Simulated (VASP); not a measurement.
Data:

```xyz
3
Lattice="0.0000 2.6824 2.6824 2.6824 0.0000 2.6824 2.6824 2.6824 0.0000" Properties=species:S:1:pos:R:3 pbc="T T T"
Cd     0.0000     0.0000     0.0000
F      1.3412     1.3412     1.3412
F      4.0236     4.0236     4.0236
```

All values below come from revTPSS meta-GGA, VASP's PBE PAW potentials (set 64) (plane waves; VASP). Numerical set-up: 520 eV cut-off, 7×7×7 Γ-centred mesh, Gaussian smearing of 0.050 eV, potentials Cd F.

Problem. Give the stress tensor in GPa (positive for a compressed cell).

Solution. 
```
3.69  0.00  0.00
0.00  3.69  0.00
0.00  0.00  3.69
```
The pressure is its mean diagonal, 3.69 GPa.

The compound is CdF2 in the fluorite structure. This cell is one point of a volume scan, at 0.97 of the reference volume.
